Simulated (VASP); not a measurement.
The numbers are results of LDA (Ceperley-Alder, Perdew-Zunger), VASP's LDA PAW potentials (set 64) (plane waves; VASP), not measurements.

The input files of a VASP run:

KPOINTS:
```
Automatic
0
Gamma
9 9 9
```

### INCAR
```
# general
SYSTEM = AlN
PREC   = Accurate
ENCUT  = 520   # plane-wave cut-off (eV)
LREAL  = F
LASPH  = T

# electronic loop
EDIFF  = 1E-6
NELM   = 100   # most electronic steps
ALGO   = Normal

# smearing
ISMEAR = 0   # Gaussian
SIGMA  = 0.05   # width (eV)

# ions
IBRION = 2
NSW    = 60
ISIF   = 3   # ions, shape and volume
EDIFFG = -0.01

# output
LWAVE  = F
LCHARG = F
```

File POSCAR:
```
AlN
1
   -0.0000000000     2.1733895804     2.1733895804
    2.1733895804     0.0000000000     2.1733895804
    2.1733895804     2.1733895804     0.0000000000
Al N
1 1
Direct
  0.0000000000   0.0000000000   0.0000000000
  0.2500000000   0.2500000000   0.2500000000
```

POTCAR, in this order: Al N (LDA.64 set). Program: vasp_std.

### Question
Estimate the energy per atom (σ→0).

### Answer

The energy per atom (σ→0) comes out as -8.188 eV/atom.

**OSZICAR**
```
...
DAV:   5    -0.189356776091E+02   -0.14559E-05   -0.14559E-05   720   0.301E-02    0.873E+00
DAV:   6    -0.164532605762E+02    0.24824E+01   -0.14497E+01   560   0.241E+01    0.306E+00
DAV:   7    -0.164042468852E+02    0.49014E-01   -0.71234E-02   592   0.277E+00    0.192E+00
DAV:   8    -0.163755647459E+02    0.28682E-01   -0.25637E-02   688   0.186E+00    0.280E-01
DAV:   9    -0.163755412764E+02    0.23469E-04   -0.31930E-04   768   0.163E-01    0.167E-01
DAV:  10    -0.163755690585E+02   -0.27782E-04   -0.19250E-05   632   0.390E-02    0.417E-02
DAV:  11    -0.163755687943E+02    0.26425E-06   -0.25873E-06   640   0.898E-03
   1 F= -.16375569E+02 E0= -.16375569E+02  d E =-.163756E+02
```

The compound is AlN in the zinc blende structure, a metastable form; wurtzite is the usual one. It was relaxed first. The start is the result of an earlier pass.
